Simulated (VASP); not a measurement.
Level of theory: PBEsol GGA, VASP's PBE PAW potentials (set 64) (plane waves; VASP 6.6.1).

VASP ran on this input.

POSCAR:
```
PtP
1
    3.7938968068    -0.0000000000     0.0000000000
   -1.8969484034     3.2856107145    -0.0000000000
   -0.0000000000    -0.0000000000     5.9856969712
Pt P
2 2
Direct
  0.3333330000   0.6666670000   0.9954236736
  0.6666670000   0.3333330000   0.4954236736
  0.3333330000   0.6666670000   0.3795763264
  0.6666670000   0.3333330000   0.8795763264
```

### INCAR
```
# general
SYSTEM   =  PtP
PREC     =  Accurate
ENCUT    =  400   # plane-wave cut-off (eV)
LREAL    =  .FALSE.   # projection in real space or not
LASPH    =  .TRUE.   # aspherical one-centre terms

# electronic loop
EDIFF    =  1E-6
NELM     =  100
ALGO     =  Normal   # blocked Davidson
LMAXMIX  =  6   # l cut-off of mixed one-centre charges

# smearing
ISMEAR   =  1   # Methfessel-Paxton
SIGMA    =  0.1   # width (eV)

# functional
GGA      =  PS   # PBEsol

# ions
IBRION   =  2   # conjugate gradients
NSW      =  60   # most ionic steps
ISIF     =  3   # ions, shape and volume
EDIFFG   =  -0.02

# output
LWAVE    =  .FALSE.
LCHARG   =  .FALSE.
```

File KPOINTS:
```
Automatic mesh
0
Gamma
8 8 5
0 0 0
```

POTCAR, in this order: Pt P (PBE.64 set). Program: vasp_std.

The run wrote:

### OUTCAR
```
 ion  position               nearest neighbor table
   1  0.333  0.667  0.995-   4 2.30   4 2.30   4 2.30   3 2.30
   2  0.667  0.333  0.495-   3 2.30   3 2.30   3 2.30   4 2.30
   3  0.333  0.667  0.380-   2 2.30   2 2.30   2 2.30   1 2.30
   4  0.667  0.333  0.880-   1 2.30   1 2.30   1 2.30   2 2.30
  LATTYP: Found a hexagonal cell.
 ALAT       =     3.7938968068
 C/A-ratio  =     1.5777173909
 Subroutine PRICEL returns:
 Original cell was already a primitive cell.
 Subroutine GETGRP returns: Found 12 space group operations
The static configuration has the point symmetry C_3v.
 The point group associated with its full space group is C_6v.
The dynamic configuration has the point symmetry C_3v.
 Subroutine INISYM returns: Found 12 space group operations
 Subroutine IBZKPT returns following result:
 Found     30 irreducible k-points:

 Following reciprocal coordinates:
            Coordinates               Weight
  0.000000  0.000000  0.000000      1.000000
  0.125000 -0.000000  0.000000      6.000000
  0.250000 -0.000000  0.000000      6.000000
  0.375000 -0.000000  0.000000      6.000000
  0.500000 -0.000000  0.000000      3.000000
  0.125000  0.125000  0.000000      6.000000
  0.250000  0.125000  0.000000     12.000000
  0.375000  0.125000  0.000000     12.000000
  0.250000  0.250000  0.000000      6.000000
  0.375000  0.250000  0.000000      6.000000
  0.000000  0.000000  0.200000      2.000000
  0.125000 -0.000000  0.200000     12.000000
  0.250000 -0.000000  0.200000     12.000000
  0.375000 -0.000000  0.200000     12.000000
  0.500000 -0.000000  0.200000      6.000000
  0.125000  0.125000  0.200000     12.000000
  0.250000  0.125000  0.200000     24.000000
  0.375000  0.125000  0.200000     24.000000
  0.250000  0.250000  0.200000     12.000000
  0.375000  0.250000  0.200000     12.000000
...
```

OSZICAR:
```
...
DAV:   5    -0.266524357053E+02    0.40345E-04   -0.21722E-04  1384   0.943E-02    0.557E-02
DAV:   6    -0.266524258757E+02    0.98296E-05   -0.40880E-05  1403   0.402E-02    0.146E-02
DAV:   7    -0.266524250411E+02    0.83462E-06   -0.45427E-06  1274   0.172E-02
   2 F= -.26652425E+02 E0= -.26652365E+02  d E =-.166421E-01
       N       E                     dE             d eps       ncg     rms          rms(c)
DAV:   1    -0.270746216563E+02   -0.42220E+00   -0.19071E+01  1140   0.299E+01    0.324E+00
DAV:   2    -0.267534214630E+02    0.32120E+00   -0.89790E-01  1332   0.785E+00    0.141E+00
DAV:   3    -0.266862802950E+02    0.67141E-01   -0.14497E-01  1407   0.248E+00    0.672E-01
DAV:   4    -0.266769943859E+02    0.92859E-02   -0.35095E-02  1362   0.118E+00    0.296E-01
DAV:   5    -0.266766118778E+02    0.38251E-03   -0.22033E-03  1350   0.299E-01    0.156E-01
DAV:   6    -0.266765291533E+02    0.82724E-04   -0.38677E-04  1361   0.122E-01    0.441E-02
DAV:   7    -0.266765251922E+02    0.39611E-05   -0.45979E-05  1316   0.515E-02    0.123E-02
DAV:   8    -0.266765252863E+02   -0.94111E-07   -0.55650E-06  1254   0.186E-02
   3 F= -.26676525E+02 E0= -.26676414E+02  d E =-.407424E-01
       N       E                     dE             d eps       ncg     rms          rms(c)
DAV:   1    -0.266820985924E+02   -0.55734E-02   -0.13151E-01  1166   0.239E+00    0.232E-01
DAV:   2    -0.266804037559E+02    0.16948E-02   -0.47042E-03  1365   0.532E-01    0.993E-02
DAV:   3    -0.266799783406E+02    0.42542E-03   -0.10393E-03  1360   0.207E-01    0.421E-02
DAV:   4    -0.266799514927E+02    0.26848E-04   -0.15067E-04  1423   0.767E-02    0.208E-02
DAV:   5    -0.266799485669E+02    0.29259E-05   -0.50357E-06  1261   0.151E-02    0.116E-02
DAV:   6    -0.266799479455E+02    0.62141E-06   -0.29316E-06  1122   0.977E-03
   4 F= -.26679948E+02 E0= -.26679905E+02  d E =-.342266E-02
       N       E                     dE             d eps       ncg     rms          rms(c)
DAV:   1    -0.267075183307E+02   -0.27570E-01   -0.11820E+00  1154   0.716E+00    0.701E-01
DAV:   2    -0.266921203344E+02    0.15398E-01   -0.43008E-02  1354   0.160E+00    0.297E-01
DAV:   3    -0.266882916004E+02    0.38287E-02   -0.94245E-03  1336   0.622E-01    0.127E-01
DAV:   4    -0.266880488100E+02    0.24279E-03   -0.13588E-03  1426   0.231E-01    0.631E-02
DAV:   5    -0.266880199825E+02    0.28828E-04   -0.45062E-05  1347   0.451E-02    0.353E-02
DAV:   6    -0.266880123084E+02    0.76741E-05   -0.27089E-05  1317   0.293E-02    0.603E-03
DAV:   7    -0.266880125449E+02   -0.23653E-06   -0.12470E-06   717   0.804E-03
   5 F= -.26688013E+02 E0= -.26688031E+02  d E =-.114873E-01
       N       E                     dE             d eps       ncg     rms          rms(c)
DAV:   1    -0.267730749855E+02   -0.85063E-01   -0.47029E+00  1148   0.143E+01    0.140E+00
DAV:   2    -0.267110894023E+02    0.61986E-01   -0.17647E-01  1345   0.322E+00    0.587E-01
DAV:   3    -0.266962390925E+02    0.14850E-01   -0.37509E-02  1344   0.123E+00    0.260E-01
DAV:   4    -0.266953088209E+02    0.93027E-03   -0.53373E-03  1401   0.458E-01    0.133E-01
DAV:   5    -0.266951936751E+02    0.11515E-03   -0.17554E-04  1316   0.897E-02    0.732E-02
DAV:   6    -0.266951614276E+02    0.32248E-04   -0.10457E-04  1309   0.580E-02    0.122E-02
DAV:   7    -0.266951621444E+02   -0.71687E-06   -0.52396E-06  1252   0.157E-02
   6 F= -.26695162E+02 E0= -.26694737E+02  d E =-.186369E-01
       N       E                     dE             d eps       ncg     rms          rms(c)
DAV:   1    -0.267088557761E+02   -0.13694E-01   -0.15495E-01  1158   0.319E+00    0.511E-01
DAV:   2    -0.267027782993E+02    0.60775E-02   -0.25757E-02  1197   0.145E+00    0.167E-01
DAV:   3    -0.267022962662E+02    0.48203E-03   -0.11566E-03  1311   0.269E-01    0.940E-02
DAV:   4    -0.267021754909E+02    0.12078E-03   -0.77476E-04  1203   0.139E-01    0.416E-02
DAV:   5    -0.267021716629E+02    0.38281E-05   -0.48836E-05  1302   0.526E-02    0.290E-02
DAV:   6    -0.267021741154E+02   -0.24525E-05   -0.67790E-06  1277   0.178E-02    0.866E-03
DAV:   7    -0.267021751512E+02   -0.10358E-05   -0.72354E-07   639   0.712E-03    0.138E-03
DAV:   8    -0.267021751914E+02   -0.40247E-07   -0.14967E-07   582   0.316E-03
   7 F= -.26702175E+02 E0= -.26701754E+02  d E =-.701305E-02
       N       E                     dE             d eps       ncg     rms          rms(c)
DAV:   1    -0.267564181557E+02   -0.54243E-01   -0.10363E+00  1155   0.827E+00    0.134E+00
DAV:   2    -0.267160035283E+02    0.40415E-01   -0.16940E-01  1200   0.370E+00    0.420E-01
DAV:   3    -0.267128238824E+02    0.31796E-02   -0.75125E-03  1319   0.682E-01    0.235E-01
DAV:   4    -0.267120156060E+02    0.80828E-03   -0.49561E-03  1192   0.355E-01    0.105E-01
DAV:   5    -0.267119872468E+02    0.28359E-04   -0.30818E-04  1308   0.132E-01    0.734E-02
DAV:   6    -0.267119964579E+02   -0.92110E-05   -0.41614E-05  1293   0.436E-02    0.234E-02
DAV:   7    -0.267120004638E+02   -0.40060E-05   -0.61497E-06  1358   0.190E-02    0.421E-03
DAV:   8    -0.267120006091E+02   -0.14532E-06   -0.12916E-06   648   0.954E-03
   8 F= -.26712001E+02 E0= -.26711705E+02  d E =-.168385E-01
       N       E                     dE             d eps       ncg     rms          rms(c)
DAV:   1    -0.267161842774E+02   -0.41838E-02   -0.87208E-02  1161   0.240E+00    0.386E-01
DAV:   2    -0.267127951328E+02    0.33891E-02   -0.14089E-02  1206   0.107E+00    0.125E-01
DAV:   3    -0.267125317632E+02    0.26337E-03   -0.62454E-04  1322   0.195E-01    0.716E-02
DAV:   4    -0.267124650244E+02    0.66739E-04   -0.41976E-04  1195   0.103E-01    0.308E-02
DAV:   5    -0.267124632750E+02    0.17495E-05   -0.27056E-05  1311   0.393E-02    0.213E-02
DAV:   6    -0.267124648808E+02   -0.16058E-05   -0.36464E-06  1155   0.131E-02    0.669E-03
DAV:   7    -0.267124656250E+02   -0.74417E-06   -0.43751E-07   627   0.539E-03
   9 F= -.26712466E+02 E0= -.26712209E+02  d E =-.173035E-01
       N       E                     dE             d eps       ncg     rms          rms(c)
DAV:   1    -0.267125202746E+02   -0.55394E-04   -0.11733E-03  1161   0.278E-01    0.446E-02
DAV:   2    -0.267124748069E+02    0.45468E-04   -0.18955E-04  1203   0.125E-01    0.148E-02
DAV:   3    -0.267124710309E+02    0.37760E-05   -0.83857E-06  1280   0.227E-02    0.847E-03
DAV:   4    -0.267124697298E+02    0.13011E-05   -0.57223E-06  1158   0.121E-02    0.360E-03
DAV:   5    -0.267124695605E+02    0.16925E-06   -0.32830E-07   588   0.459E-03
  10 F= -.26712470E+02 E0= -.26712208E+02  d E =-.173074E-01
       N       E                     dE             d eps       ncg     rms          rms(c)
DAV:   1    -0.267132274602E+02   -0.75773E-03   -0.22667E-02  1155   0.954E-01    0.109E-01
DAV:   2    -0.267130944708E+02    0.13299E-03   -0.10022E-03  1289   0.251E-01    0.377E-02
DAV:   3    -0.267130676684E+02    0.26802E-04   -0.57365E-05  1357   0.529E-02    0.195E-02
DAV:   4    -0.267130603436E+02    0.73248E-05   -0.24872E-05  1264   0.297E-02    0.575E-03
DAV:   5    -0.267130600241E+02    0.31959E-06   -0.17572E-06   896   0.881E-03
  11 F= -.26713060E+02 E0= -.26712834E+02  d E =-.590464E-03
       N       E                     dE             d eps       ncg     rms          rms(c)
DAV:   1    -0.267140620631E+02   -0.10017E-02   -0.78530E-02  1158   0.178E+00    0.203E-01
DAV:   2    -0.267135996762E+02    0.46239E-03   -0.34749E-03  1289   0.467E-01    0.705E-02
DAV:   3    -0.267135071665E+02    0.92510E-04   -0.19923E-04  1354   0.986E-02    0.365E-02
DAV:   4    -0.267134823738E+02    0.24793E-04   -0.86475E-05  1267   0.553E-02    0.108E-02
DAV:   5    -0.267134816903E+02    0.68343E-06   -0.63574E-06  1268   0.165E-02
  12 F= -.26713482E+02 E0= -.26713322E+02  d E =-.101213E-02
```

### OUTCAR
```
------------------------ aborting loop because EDIFF is reached ----------------------------------------
  FORCE on cell =-STRESS in cart. coord.  units (eV):
  Direction    XX          YY          ZZ          XY          YZ          ZX
  --------------------------------------------------------------------------------------
  Total       -0.0141289     -0.0141289      0.0510803      0.0000000      0.0000000      0.0000000
  in kB       -0.3043324     -0.3043323      1.1002520      0.0000000      0.0000000      0.0000000
  external PRESSURE =       0.1638624 kB  Pullay stress =       0.0000000 kB
  volume of cell :       74.38
      direct lattice vectors                 reciprocal lattice vectors
     3.685155963  0.000000000  0.000000000     0.271358936  0.156669168 -0.000000000
    -1.842577981  3.191438407 -0.000000000     0.000000000  0.313338336 -0.000000000
     0.000000000  0.000000000  6.324550204    -0.000000000  0.000000000  0.158114011
 POSITION                                       TOTAL-FORCE (eV/Angst)
 -----------------------------------------------------------------------------------
     -0.00000      2.12763      0.02829        -0.000000      0.000000      0.006737
      1.84258      1.06381      3.19056         0.000000     -0.000000      0.006737
     -0.00000      2.12763      2.34342        -0.000000     -0.000000     -0.006737
      1.84258      1.06381      5.50569        -0.000000     -0.000000     -0.006737
 -----------------------------------------------------------------------------------
    total drift:                               -0.000844      0.000487      0.000057
  FREE ENERGIE OF THE ION-ELECTRON SYSTEM (eV)
  ---------------------------------------------------
  free  energy   TOTEN  =       -26.7134816903 eV

  energy  without entropy=      -26.7130029036  energy(sigma->0) =      -26.71332209

 reached required accuracy - stopping structural energy minimisation
```
(Selected blocks of OUTCAR.)

**CONTCAR**
```
PtP
   1.00000000000000
     3.6851559628670421    0.0000000000000000    0.0000000000000000
    -1.8425779814335210    3.1914384066346781   -0.0000000000000000
     0.0000000000000000    0.0000000000000000    6.3245502042053872
  Pt              P
     2     2
Direct
     0.3333330000000032    0.6666669999999968    0.0044727875519294
     0.6666669999999968    0.3333330000000032    0.5044727875519295
     0.3333330000000032    0.6666669999999968    0.3705272124480705
     0.6666669999999968    0.3333330000000032    0.8705272124480705
```

The structure was generated: PtP was put into the wurtzite type (P6_3mc), which need not be its known phase. This run relaxes it. Symmetry was kept, so distortions that lower it aren't found. The start is the result of an earlier pass.
